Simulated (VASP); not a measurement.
# Fe3PO7 (Grattarolaite): structure and properties in VASP, part 2 of 8

How well does PBEsol + U reproduce what experiment finds for Fe3PO7 (Grattarolaite)? The cell is relaxed first, and properties follow on it. The start is a cell from a database of measured crystal structures.

VASP 6.6.1; PBEsol, DFT+U (Fe d 4 eV), spin-polarised from a ferromagnetic start; plane waves and PAW (Fe, P, O).

So far: The starting structure; Full relaxation (PBEsol + U).

**2. Full relaxation (PBEsol + U) (continued)**

Parts of OUTCAR (step 2):

```text
ion  position               nearest neighbor table
   1  0.539  0.148  0.539-   6 1.89   9 1.92   7 1.92   8 1.92   5 2.19
   2  0.539  0.539  0.148-   7 1.89  10 1.92   8 1.92   6 1.92   5 2.19
   3  0.148  0.539  0.539-   8 1.89  11 1.92   7 1.92   6 1.92   5 2.19
   4  0.000  0.000  0.000-   9 1.50  11 1.50  10 1.50   5 1.57
   5  0.229  0.229  0.229-   4 1.57   3 2.19   1 2.19   2 2.19
   6  0.389  0.767  0.389-   1 1.89   2 1.92   3 1.92
   7  0.389  0.389  0.767-   2 1.89   1 1.92   3 1.92
   8  0.767  0.389  0.389-   3 1.89   2 1.92   1 1.92
   9  0.833  0.144  0.833-   4 1.50   1 1.92
  10  0.833  0.833  0.144-   4 1.50   2 1.92
  11  0.144  0.833  0.833-   4 1.50   3 1.92

  LATTYP: Found a trigonal (rhomboedric) cell.
 ALAT       =     5.1573989676
 COS(alpha) =    -0.2048686873

 Subroutine GETGRP returns: Found  6 space group operations
 (whereof  6 operations were pure point group operations)

The static configuration has the point symmetry C_3v.

 Found     19 irreducible k-points:

   k-points           NKPTS =     19   k-points in BZ     NKDIM =     19   number of bands    NBANDS=     58

   dimension x,y,z NGX =    40 NGY =   40 NGZ =   40
   dimension x,y,z NGXF=    80 NGYF=   80 NGZF=   80

   ENCUT  =  520.0 eV  38.22 Ry    6.18 a.u.   9.59  9.59  9.59*2*pi/ulx,y,z

   NELECT =      71.0000    total number of electrons

 k-points in reciprocal lattice and weights: Automatic mesh
   0.00000000  0.00000000  0.00000000       0.008
   0.20000000 -0.00000000 -0.00000000       0.048
   0.40000000 -0.00000000 -0.00000000       0.048
   0.20000000  0.20000000 -0.00000000       0.048
   0.40000000  0.20000000 -0.00000000       0.096
  -0.40000000  0.20000000  0.00000000       0.096
  -0.20000000  0.20000000  0.00000000       0.048
   0.40000000  0.40000000 -0.00000000       0.048
  -0.40000000  0.40000000  0.00000000       0.048
[...]
0.40000000  0.40000000  0.40000000       0.016
  -0.40000000  0.40000000  0.40000000       0.048

atom =   1  type =  1  l = 2

 onsite density matrix

spin component  1

  1.0028 -0.0002 -0.0105 -0.0200  0.0013
 -0.0002  1.0086  0.0012 -0.0225 -0.0202
 -0.0105  0.0012  0.9963 -0.0021  0.0060
 -0.0200 -0.0225 -0.0021  1.0345 -0.0002
  0.0013 -0.0202  0.0060 -0.0002  1.0043

spin component  2

  0.1520 -0.0183 -0.0359 -0.0382  0.0049
 -0.0183  0.1545  0.0087 -0.0497 -0.0593
 -0.0359  0.0087  0.1323 -0.0151  0.0207
 -0.0382 -0.0497 -0.0151  0.2118 -0.0183
  0.0049 -0.0593  0.0207 -0.0183  0.1576

 occupancies and eigenvectors

  o =  0.0711  v =  0.0000  0.0000  0.0000  0.0000  0.0000  0.3081  0.6821 -0.0000  0.3938  0.5336      0.0000  0.0000  0.0000  0.0000  0.0000  0.0000  0.0000  0.0000  0.0000  0.0000
  o =  0.0920  v =  0.0000  0.0000  0.0000  0.0000  0.0000 -0.5520  0.1029 -0.7426 -0.1782  0.3187      0.0000  0.0000  0.0000  0.0000  0.0000  0.0000  0.0000  0.0000  0.0000  0.0000
  o =  0.1814  v =  0.0000  0.0000  0.0000  0.0000  0.0000 -0.6328  0.0724  0.6672 -0.1254  0.3653      0.0000  0.0000  0.0000  0.0000  0.0000  0.0000  0.0000  0.0000  0.0000  0.0000
  o =  0.2152  v =  0.0000  0.0000  0.0000  0.0000  0.0000 -0.3938  0.5336 -0.0000  0.3081 -0.6821      0.0000  0.0000  0.0000  0.0000  0.0000  0.0000  0.0000  0.0000  0.0000  0.0000
  o =  0.2485  v =  0.0000  0.0000  0.0000  0.0000  0.0000  0.2120  0.4839  0.0580 -0.8382 -0.1224      0.0000  0.0000  0.0000  0.0000  0.0000  0.0000  0.0000  0.0000  0.0000  0.0000
  o =  0.9795  v = -0.3110 -0.6781  0.0000 -0.3915 -0.5386  0.0000  0.0000  0.0000  0.0000  0.0000      0.0000  0.0000  0.0000  0.0000  0.0000  0.0000  0.0000  0.0000  0.0000  0.0000
  o =  0.9833  v = -0.5981  0.1193 -0.6827 -0.2067  0.3453  0.0000  0.0000  0.0000  0.0000  0.0000      0.0000  0.0000  0.0000  0.0000  0.0000  0.0000  0.0000  0.0000  0.0000  0.0000
  o =  1.0076  v =  0.5442 -0.1345 -0.7299  0.2330 -0.3142  0.0000  0.0000  0.0000  0.0000  0.0000      0.0000  0.0000  0.0000  0.0000  0.0000  0.0000  0.0000  0.0000  0.0000  0.0000
  o =  1.0212  v =  0.3915 -0.5386 -0.0000 -0.3110  0.6781  0.0000  0.0000  0.0000  0.0000  0.0000      0.0000  0.0000  0.0000  0.0000  0.0000  0.0000  0.0000  0.0000  0.0000  0.0000
  o =  1.0550  v = -0.3100 -0.4665  0.0358  0.8081  0.1790  0.0000  0.0000  0.0000  0.0000  0.0000      0.0000  0.0000  0.0000  0.0000  0.0000  0.0000  0.0000  0.0000  0.0000  0.0000

atom =   2  type =  1  l = 2

 onsite density matrix

spin component  1

  1.0050  0.0000  0.0000 -0.0203 -0.0000
  0.0000  1.0475 -0.0024 -0.0000 -0.0198
  0.0000 -0.0024  0.9963 -0.0000 -0.0121
 -0.0203 -0.0000 -0.0000  0.9956  0.0000
 -0.0000 -0.0198 -0.0121  0.0000  1.0021

spin component  2

  0.1605 -0.0000 -0.0000 -0.0699  0.0000
 -0.0000  0.2405 -0.0174 -0.0000 -0.0276
 -0.0000 -0.0174  0.1323 -0.0000 -0.0414
 -0.0699 -0.0000 -0.0000  0.1258 -0.0000
  0.0000 -0.0276 -0.0414 -0.0000  0.1491

 occupancies and eigenvectors

  o =  0.0711  v =  0.0000  0.0000  0.0000  0.0000  0.0000  0.6162  0.0000  0.0000  0.7876 -0.0000      0.0000  0.0000  0.0000  0.0000  0.0000  0.0000  0.0000  0.0000  0.0000  0.0000
  o =  0.0920  v =  0.0000  0.0000  0.0000  0.0000  0.0000  0.0000  0.2057  0.7426 -0.0000  0.6373      0.0000  0.0000  0.0000  0.0000  0.0000  0.0000  0.0000  0.0000  0.0000  0.0000
  o =  0.1814  v =  0.0000  0.0000  0.0000  0.0000  0.0000  0.0000 -0.1448  0.6672 -0.0000 -0.7307      0.0000  0.0000  0.0000  0.0000  0.0000  0.0000  0.0000  0.0000  0.0000  0.0000
  o =  0.2152  v =  0.0000  0.0000  0.0000  0.0000  0.0000 -0.7876  0.0000  0.0000  0.6162 -0.0000      0.0000  0.0000  0.0000  0.0000  0.0000  0.0000  0.0000  0.0000  0.0000  0.0000
  o =  0.2485  v =  0.0000  0.0000  0.0000  0.0000  0.0000  0.0000 -0.9678  0.0580 -0.0000  0.2448      0.0000  0.0000  0.0000  0.0000  0.0000  0.0000  0.0000  0.0000  0.0000  0.0000
  o =  0.9795  v = -0.6220  0.0000  0.0000 -0.7830 -0.0000  0.0000  0.0000  0.0000  0.0000  0.0000      0.0000  0.0000  0.0000  0.0000  0.0000  0.0000  0.0000  0.0000  0.0000  0.0000
  o =  0.9833  v =  0.0000  0.2387  0.6827  0.0000  0.6907  0.0000  0.0000  0.0000  0.0000  0.0000      0.0000  0.0000  0.0000  0.0000  0.0000  0.0000  0.0000  0.0000  0.0000  0.0000
  o =  1.0076  v =  0.0000 -0.2691  0.7299  0.0000 -0.6284  0.0000  0.0000  0.0000  0.0000  0.0000      0.0000  0.0000  0.0000  0.0000  0.0000  0.0000  0.0000  0.0000  0.0000  0.0000
  o =  1.0212  v = -0.7830  0.0000 -0.0000  0.6220  0.0000  0.0000  0.0000  0.0000  0.0000  0.0000      0.0000  0.0000  0.0000  0.0000  0.0000  0.0000  0.0000  0.0000  0.0000  0.0000
[...]
o =  0.1814  v =  0.0000  0.0000  0.0000  0.0000  0.0000  0.6328  0.0724  0.6672  0.1254  0.3653      0.0000  0.0000  0.0000  0.0000  0.0000  0.0000  0.0000  0.0000  0.0000  0.0000
  o =  0.2152  v =  0.0000  0.0000  0.0000  0.0000  0.0000  0.3938  0.5336 -0.0000 -0.3081 -0.6821      0.0000  0.0000  0.0000  0.0000  0.0000  0.0000  0.0000  0.0000  0.0000  0.0000
  o =  0.2485  v =  0.0000  0.0000  0.0000  0.0000  0.0000 -0.2120  0.4839  0.0580  0.8382 -0.1224      0.0000  0.0000  0.0000  0.0000  0.0000  0.0000  0.0000  0.0000  0.0000  0.0000
  o =  0.9795  v =  0.3110 -0.6781  0.0000  0.3915 -0.5386  0.0000  0.0000  0.0000  0.0000  0.0000      0.0000  0.0000  0.0000  0.0000  0.0000  0.0000  0.0000  0.0000  0.0000  0.0000
  o =  0.9833  v = -0.5981 -0.1193  0.6827 -0.2067 -0.3453  0.0000  0.0000  0.0000  0.0000  0.0000      0.0000  0.0000  0.0000  0.0000  0.0000  0.0000  0.0000  0.0000  0.0000  0.0000
  o =  1.0076  v =  0.5442  0.1345  0.7299  0.2330  0.3142  0.0000  0.0000  0.0000  0.0000  0.0000      0.0000  0.0000  0.0000  0.0000  0.0000  0.0000  0.0000  0.0000  0.0000  0.0000
  o =  1.0212  v =  0.3915  0.5386  0.0000 -0.3110 -0.6781  0.0000  0.0000  0.0000  0.0000  0.0000      0.0000  0.0000  0.0000  0.0000  0.0000  0.0000  0.0000  0.0000  0.0000  0.0000
  o =  1.0550  v = -0.3100  0.4665 -0.0358  0.8081 -0.1790  0.0000  0.0000  0.0000  0.0000  0.0000      0.0000  0.0000  0.0000  0.0000  0.0000  0.0000  0.0000  0.0000  0.0000  0.0000

 average (electrostatic) potential at core
       1 -48.5388       2 -48.5388       3 -48.5388       4 -87.1275       5 -72.7003
       6 -71.6316       7 -71.6316       8 -71.6316       9 -72.1354      10 -72.1354
      11 -72.1354

 E-fermi :   2.2756

 spin component 1
 k-point     1 :       0.0000    0.0000    0.0000
  band No.  band energies     occupation
    ...
     39       1.1421      1.00000
     40       1.5720      1.00000
     41       1.6588      1.00000
     42       1.9200      1.00000
     43       1.9200      1.00000
     44       6.5046      0.00000
     45      10.6093      0.00000
     46      10.8181      0.00000
     47      10.8181      0.00000
     48      12.1520      0.00000
    ...

 k-point     2 :       0.2000   -0.0000   -0.0000
  band No.  band energies     occupation
    ...
     39       1.4270      1.00000
     40       1.4875      1.00000
     41       1.5120      1.00000
     42       1.8524      1.00000
     43       1.8674      1.00000
     44       7.0378      0.00000
     45      10.3771      0.00000
     46      10.8578      0.00000
     47      10.9609      0.00000
     48      11.9558      0.00000
    ...

 k-point     3 :       0.4000   -0.0000   -0.0000
  band No.  band energies     occupation
    ...
     39       1.2867      1.00000
     40       1.5159      1.00000
     41       1.5575      1.00000
     42       1.8880      1.00000
     43       1.9590      1.00000
     44       8.2328      0.00000
     45       9.5222      0.00000
     46      10.9129      0.00000
     47      11.2753      0.00000
     48      11.6922      0.00000
    ...

 k-point     4 :       0.2000    0.2000   -0.0000
  band No.  band energies     occupation
    ...
     39       1.4963      1.00000
     40       1.5793      1.00000
     41       1.6300      1.00000
     42       1.8609      1.00000
     43       1.8887      1.00000
     44       7.6990      0.00000
     45      10.3153      0.00000
     46      10.5647      0.00000
     47      10.9161      0.00000
     48      11.6711      0.00000
    ...

 k-point     5 :       0.4000    0.2000   -0.0000
  band No.  band energies     occupation
    ...
     39       1.3623      1.00000
     40       1.5260      1.00000
     41       1.6399      1.00000
     42       1.8469      1.00000
     43       1.9178      1.00000
     44       8.8293      0.00000
     45       9.4349      0.00000
     46      10.6975      0.00000
     47      10.9795      0.00000
     48      11.3796      0.00000
    ...

 k-point     6 :      -0.4000    0.2000    0.0000
  band No.  band energies     occupation
    ...
     39       1.1559      1.00000
     40       1.4273      1.00000
     41       1.5635      1.00000
     42       1.7082      1.00000
     43       1.8242      1.00000
     44       8.2112      0.00000
     45       9.9163      0.00000
     46      10.9604      0.00000
     47      11.3038      0.00000
     48      11.4296      0.00000
    ...

  Total        0.0354989      0.0354989      0.0088955      0.0000000      0.0000000      0.0000000
  in kB        0.4442051      0.4442051      0.1113111      0.0000000      0.0000000      0.0000000
  external PRESSURE =       0.3332404 kB  Pullay stress =       0.0000000 kB

  energy-cutoff  :      520.00
  volume of cell :      128.04
      direct lattice vectors                 reciprocal lattice vectors
     4.013135878  2.316985079  2.295005348     0.124590847  0.071932559  0.145242944
    -4.013135878  2.316985079  2.295005348    -0.124590847  0.071932559  0.145242944
     0.000000000 -4.633970159  2.295005348     0.000000000 -0.143865119  0.145242944

 POSITION                                       TOTAL-FORCE (eV/Angst)
 -----------------------------------------------------------------------------------
      1.56276     -0.90226      2.82228         0.005381     -0.003107      0.007676
      0.00000      1.80452      2.82228         0.000000      0.006213      0.007676
     -1.56276     -0.90226      2.82228        -0.005381     -0.003107      0.007676
      0.00000      0.00000      0.00057         0.000000      0.000000      0.003612
      0.00000      0.00000      1.58737         0.000000      0.000000      0.008402
     -1.52312      0.87937      3.54114        -0.002526      0.001458     -0.009189
      0.00000     -1.75874      3.54114         0.000000     -0.002916     -0.009189
      1.52312      0.87937      3.54114         0.002526      0.001458     -0.009189
      2.74343     -1.58392      4.15129        -0.006315      0.003646     -0.002492
      0.00000      3.16784      4.15129         0.000000     -0.007292     -0.002492
     -2.74343     -1.58392      4.15129         0.006315      0.003646     -0.002492
 -----------------------------------------------------------------------------------
    total drift:                               -0.000000      0.000000      0.004299

  FREE ENERGIE OF THE ION-ELECTRON SYSTEM (eV)
  ---------------------------------------------------
  free  energy   TOTEN  =       -80.6090361724 eV

  energy  without entropy=      -80.6090361724  energy(sigma->0) =      -80.60903617

 reached required accuracy - stopping structural energy minimisation

 total charge
# of ion       s       p       d       tot
------------------------------------------
    1        0.399   0.573   5.827   6.799
    2        0.399   0.573   5.827   6.799
    3        0.399   0.573   5.827   6.799
    4        0.906   1.505   0.000   2.411
    5        1.558   3.571   0.000   5.128
    6        1.552   3.482   0.000   5.034
    7        1.552   3.482   0.000   5.034
    8        1.552   3.482   0.000   5.034
    9        1.558   3.597   0.000   5.155
   10        1.558   3.597   0.000   5.155
   11        1.558   3.597   0.000   5.155
--------------------------------------------------
tot         12.992  28.032  17.480  58.504

 magnetization (x)
# of ion       s       p       d       tot
------------------------------------------
    1        0.027   0.065   4.232   4.325
    2        0.027   0.065   4.232   4.325
    3        0.027   0.065   4.232   4.325
    4        0.009   0.022   0.000   0.031
    5        0.016   0.142   0.000   0.158
    6        0.017   0.342   0.000   0.359
    7        0.017   0.342   0.000   0.359
    8        0.017   0.342   0.000   0.359
    9        0.011   0.111   0.000   0.122
   10        0.011   0.111   0.000   0.122
   11        0.011   0.111   0.000   0.122
--------------------------------------------------
tot          0.189   1.719  12.697  14.605

[... 6 further parts left out ...]
```

CONTCAR:

```
Fe3PO7
   1.00000000000000
     4.0131358779111812    2.3169850794406903    2.2950053483893535
    -4.0131358779111812    2.3169850794406903    2.2950053483893535
     0.0000000000000000   -4.6339701587808078    2.2950053483890285
  Fe              P               O
     3     1     7
Direct
     0.5397198143476107    0.1503095739008198    0.5397198143476105
     0.5397198143476107    0.5397198143476107    0.1503095739008195
     0.1503095739008198    0.5397198143476107    0.5397198143476105
     0.0000821784688787    0.0000821784688787    0.0000821784688778
     0.2305545627451006    0.2305545627451006    0.2305545627450995
     0.3878148671658953    0.7673479302982539    0.3878148671658955
     0.3878148671658953    0.3878148671658953    0.7673479302982541
     0.7673479302982539    0.3878148671658953    0.3878148671658955
     0.8308162104873040    0.1472039705853188    0.8308162104873047
     0.8308162104873025    0.8308162104873025    0.1472039705853181
     0.1472039705853188    0.8308162104873040    0.8308162104873047
```

The magnetic state follows from one typed start and may not be the lowest. Experiment finds antiferromagnetic order in this phase (below 164 K, arxiv:1707.07433), so this ferromagnetic run describes another state. The gap is read on the k-mesh alone, so it is an upper bound where the band edges lie off the mesh. The PAW data sets were made with PBE, which is usual practice but a small mismatch for other functionals. The run keeps the 6 symmetry operations of its start, so it cannot find a distortion of lower symmetry.

Relaxation path:

```tsv
step	energy less that of the first step (eV)	largest force (eV/Å)	pressure (GPa)	volume (Å³)
1	0.0000	1.6382	3.52	126.99
2	0.3472	3.2656	-7.05	131.70
3	-0.0732	0.3076	-0.08	128.28
4	-0.0733	0.2905	0.04	128.25
5	-0.0732	0.4421	-0.28	128.37
6	-0.0754	0.1234	-0.13	128.31
7	-0.0768	0.0624	-0.03	128.21
8	-0.0769	0.0669	-0.03	128.18
9	-0.0773	0.0268	-0.02	128.12
10	-0.0773	0.0313	-0.04	128.09
11	-0.0774	0.0720	0.08	128.03
12	-0.0774	0.0477	0.03	128.05
13	-0.0775	0.0099	0.03	128.04
```

```tsv
conventional cell, symmetrised	before	after	change
a (Å)	8.006	8.026	+0.3 %
b (Å)	8.006	8.026	+0.3 %
c (Å)	6.863	6.885	+0.3 %
volume (Å³/atom)	11.54	11.64	+0.8 %
```

The atoms that moved most (Å, as changes of fractional coordinates times the final cell):

```tsv
atom	dx	dy	dz	length
O9	-0.022	0.012	-0.003	0.025
O11	0.022	0.012	-0.003	0.025
O10	0.000	-0.025	-0.003	0.025
O6	-0.009	0.005	-0.006	0.012
O8	0.009	0.005	-0.006	0.012
O7	0.000	-0.010	-0.006	0.012
O5	0.000	0.000	0.011	0.011
Fe3	0.006	0.004	0.005	0.009
```

Final coordinates:

```
Fe P O
1.0
     4.01314    2.31699    2.29501
    -4.01314    2.31699    2.29501
     0.00000   -4.63397    2.29501
Fe P O
3 1 7
Direct
  0.53972 0.15031 0.53972
  0.53972 0.53972 0.15031
  0.15031 0.53972 0.53972
  0.00008 0.00008 0.00008
  0.23055 0.23055 0.23055
  0.38781 0.76735 0.38781
  0.38781 0.38781 0.76735
  0.76735 0.38781 0.38781
  0.83082 0.14720 0.83082
  0.83082 0.83082 0.14720
  0.14720 0.83082 0.83082
```

Numbers from this step:

```
electrons                                         : 71
bands                                             : 58
irreducible k-points                              : 19
symmetry operations                               : 6
free energy (TOTEN)                               : -80.6090 eV
Fermi energy                                      : 2.276 eV
pressure                                          : 0.03332 GPa
moment of the cell, from the last line of the log : 15 μB
metallic                                          : no
valence top at k                                  : 0.4, 0, 0
conduction bottom at k                            : 0.4, 0.4, 0.2
least direct gap at k                             : 0.4, 0, 0
SCF cycles over all ionic steps                   : 90
gap on the k-mesh                                 : 1.788 eV
least direct gap on the k-mesh                    : 1.950 eV
```

Spin moment in the PAW sphere by atom:

```tsv
atom	spin moment in the PAW sphere (μB)
Fe1	4.33
Fe2	4.33
Fe3	4.33
P4	0.03
O5	0.16
O6	0.36
O7	0.36
O8	0.36
O9	0.12
O10	0.12
O11	0.12
```

It ends with a largest force of 0.010 eV/Å and a pressure of 0.03 GPa. The volume lies +0.8 % from that of the database's start.

[end of part 2 of 8]

[Lines on the potential files, build, host, timing and source positions are cut from VASP's logs without a mark.]

[Logs are printed without paths, hosts, clocks, repeated set-up lines and the standing remarks that a program may print on its own settings, such as how far it seeks lower states.]

[Hosts, paths, dates, database ids (printed as entryN), source tags and the programs' standing remarks are cut or masked in the printed files.]

[A measured line is paired with the nearest computed mode of its activity, which favours agreement.]
